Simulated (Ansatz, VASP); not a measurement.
# Cross-check of YbS between VASP and Ansatz, part 3 of 3

Aim: how closely do two programs agree when they are given the same cell, functional and k mesh? Of the first pair: The two relaxations start from unlike cells of this crystal (the structure described is Ansatz's start), so only their ends are compared.

VASP 6.6.1 and Ansatz 0.2.0.

So far. Step 4 (Comparison): VASP's last cycles still show a density residual of 2e-03, so its state may not be settled.

### 5. Ansatz: zone-centre phonons, PBEsol, DFT+U

Level of this step: Ansatz beside VASP: Kohn-Sham DFT, plane waves, PBEsol, DFT+U (Ansatz).

Second derivatives magnify differences that forces hide, and they need a tight electronic threshold.

The cell is taken from a series of runs on this material, whose earlier steps may have relaxed, scaled, displaced or heated it; both programs get it as it stands.

Contents of input.yaml:

```yaml
crystal:
  lattice:
    - [0.0, 2.7992472004, 2.7992472004]
    - [2.7992472004, 0.0, 2.7992472004]
    - [2.7992472004, 2.7992472004, 0.0]
  atoms:
    - { symbol: Yb, position: [0.5, 0.5, 0.5] }
    - { symbol: S, position: [0.0, 0.0, 0.0] }
kpoints:
  mp_grid: { grid: [8, 8, 8] }
hamiltonian:
  xc: pbesol
  hubbard: { sites: [{ species: Yb, l: f, u_eff: 6.0 }] }
scf:
  occupations: { method: fixed }
  convergence: { dr2_threshold: 1.0e-10 }
output:
  eigenvalues: true
phonons:
  method: dfpt
  dielectric: true
  rigid_motions: translations
```

Command:

```sh
> ansatz run input.yaml --threads 4 --pin off --max-ram 14336MiB --backend cpu --events-out ev --progress --plain --runs-dir out
```

Numbers of over 12 decimals in the logs are rounded to 6 here.

Output:

```text
[...]
Crystal: 2 atoms, lattice volume = 43.869 Å³
Basis set: ecut = 420 eV, 869 PW (Γ), exchange–correlation on 54×54×54 points (8 copies of the dense FFT grid, shifted against one another)
Bands: 19, of which v1, the nominal top of the filled ones, is band 15 counted from 1 (14 counted from 0)
Symmetry: 48 space group operations
k-points: 59 of 512 (irreducible under 8 space group operations, time reversal used)
[...]
optical modes at Γ + LO–TO along q̂ = [1.0000, 0.0000, 0.0000]:
      ω (cm⁻¹)  modes    IR ((D/Å)²/amu)
[...]
optical modes at Γ + LO–TO along q̂ = [0.0000, 1.0000, 0.0000]:
      ω (cm⁻¹)  modes    IR ((D/Å)²/amu)
        195.04      2            10.7762
        267.30      1             5.3881
  optical modes at Γ + LO–TO along q̂ = [0.0000, 0.0000, 1.0000]:
      ω (cm⁻¹)  modes    IR ((D/Å)²/amu)
        195.04      2            10.7762
        267.30      1             5.3881
[key lines of the parts left out:]
SCF converged after 11 iterations
Free energy (F): -14565.430900 eV
Fermi energy:    11.188605 eV
```

### 6. VASP: zone-centre phonons, PBEsol, DFT+U

The same cell, functional and mesh now go to VASP, with its own data sets.

Contents of INCAR:

```
SYSTEM = YbS
PREC = Accurate
ENCUT = 600
EDIFF = 1E-08
NELM = 200
ISMEAR = 0
SIGMA = 0.01
LREAL = .FALSE.
ALGO = Normal
GGA = PS
NBANDS = 21
LDAU = .TRUE.
LDAUTYPE = 2
LDAUL = 3 -1
LDAUU = 6 0
LDAUJ = 0 0
LDAUPRINT = 1
LASPH = .TRUE.
LMAXMIX = 6
LORBIT = 11
LWAVE = .FALSE.
LCHARG = .FALSE.
ISIF = 2
IBRION = 6
NFREE = 2
POTIM = 0.015
NSW = 1
GGA_COMPAT = .FALSE.
EFERMI = MIDGAP
KPAR = 2
```

Contents of POSCAR:

```
YbS
1.0
    0.0000000000      2.7992472004      2.7992472004
    2.7992472004      0.0000000000      2.7992472004
    2.7992472004      2.7992472004      0.0000000000
Yb S
1 1
Direct
    0.5000000000      0.5000000000      0.5000000000
    0.0000000000      0.0000000000      0.0000000000
```

Contents of KPOINTS:

```
Automatic mesh
0
Gamma
8 8 8
0 0 0
```

PAW data sets: Yb and S (PBE family, release 64).

Command:

```sh
> mpirun -np 2 vasp_std
```

Output:

```text
[banner, memory and clock lines left out]
running    2 mpi-ranks, on    1 nodes
[...]
[... a notice as in an earlier step ...]

 LDA part: xc-table for (Slater+PW92), standard interpolation
 POSCAR, INCAR and KPOINTS ok, starting setup
[...]
entering main loop
       N       E                     dE             d eps       ncg     rms          rms(c)
DAV:   1     0.192131424266E+03    0.19213E+03   -0.11484E+04  1648   0.101E+04
DAV:   2     0.200606825759E+02   -0.17207E+03   -0.16256E+03  1612   0.932E+02
DAV:   3    -0.787822685977E+01   -0.27939E+02   -0.27436E+02  1749   0.169E+02
DAV:   4    -0.119406614537E+02   -0.40624E+01   -0.40394E+01  2344   0.478E+01
[...]
DAV:  19    -0.119030981670E+02   -0.19176E-06   -0.18405E-06  2160   0.185E-02    0.356E-02
DAV:  20    -0.119030981622E+02    0.47212E-08   -0.11575E-07  2101   0.428E-03    0.692E-03
DAV:  21    -0.119030981572E+02    0.50595E-08   -0.29495E-08   947   0.647E-03
   1 F= -.11903098E+02 E0= -.11903098E+02  d E =-.183731-110
[... from here on, the cycles between the ionic steps are left out ...]
   2 F= -.11902701E+02 E0= -.11902701E+02  d E =-.998392-111
   3 F= -.11902701E+02 E0= -.11902701E+02  d E =-.101718-110
   4 F= -.11902702E+02 E0= -.11902702E+02  d E =-.113014-110
   5 F= -.11902702E+02 E0= -.11902702E+02  d E =-.103063-110
 Finite differences progress:
  Degree of freedom:   2/  2
  Displacement:        2/  2
  Total:               4/  4
```

From OUTCAR (step 6):

```text
  Total       -0.2661124     -0.2721558     -0.2721558      0.0000000      0.0000000      0.0000000
  in kB       -9.7190083     -9.9397258     -9.9397258      0.0000000      0.0000000      0.0000000
  external PRESSURE =      -9.8661533 kB  Pullay stress =       0.0000000 kB

 POSITION                                       TOTAL-FORCE (eV/Angst)
 -----------------------------------------------------------------------------------
      2.79925      2.79925      2.79925        -0.052828      0.000000      0.000000
     -0.01500      0.00000      0.00000         0.052828      0.000000      0.000000
 -----------------------------------------------------------------------------------
    total drift:                               -0.000046     -0.000000     -0.000000

  FREE ENERGIE OF THE ION-ELECTRON SYSTEM (eV)
  ---------------------------------------------------
  free  energy   TOTEN  =       -11.9027024667 eV

  energy  without entropy=      -11.9027024667  energy(sigma->0) =      -11.90270247

[... 1 part as in an earlier step ...]

[... 2 further parts left out ...]
[key lines of the parts left out:]
E-fermi :   3.7233
```

The last energy, forces, stress and levels in OUTCAR belong to the last displaced cell, not to the cell of POSCAR.

Levels, forces or a CONTCAR printed for this step are those of its last displaced cell, not of the structure at rest.

### 7. Side by side

What differs besides the data sets and the points named for the pairs above, as far as they apply: VASP uses finite displacements, Ansatz perturbation theory. Total energies have different zeros and are not compared.

Compared:

```tsv
quantity	Ansatz	VASP	difference
optical mode 1 to 3 (cm⁻¹)	195.0	187.8	+3.86 %
```

Modes are paired by rising frequency, not by their patterns, so a pair may set unlike modes beside each other; they are those without the splitting of longitudinal modes.

### 8. Summary of results

| Quantity | Value |
| --- | --- |
| difference in volume (relaxation of cell and atoms, PBEsol, DFT+U) | 1.7 % |
| r.m.s. difference of the optical zone-centre modes, each program's sorted by frequency (zone-centre phonons, PBEsol, DFT+U) | 7.2 cm⁻¹ |
| difference in optical mode 1 to 3 (zone-centre phonons, PBEsol, DFT+U) | +3.9 % |

What this shows: The difference in volume is 1.7 % (relaxation of cell and atoms, PBEsol, DFT+U). What causes the difference of the relaxation of cell and atoms, PBEsol, DFT+U pair stays open here. Among the rows given in per cent, the largest difference of the zone-centre phonons, PBEsol, DFT+U pair is in optical mode 1 to 3, +3.9 %. How closely two codes agree says nothing of how well the functional describes the real material.

[Lines on the potential files, build, host, timing and source positions are cut from VASP's logs without a mark.]

[Logs are printed without paths, hosts, clocks, repeated set-up lines and the standing remarks that a program may print on its own settings, such as how far it seeks lower states.]

[Hosts, paths, dates, database ids (printed as entryN), source tags and the programs' standing remarks are cut or masked in the printed files.]
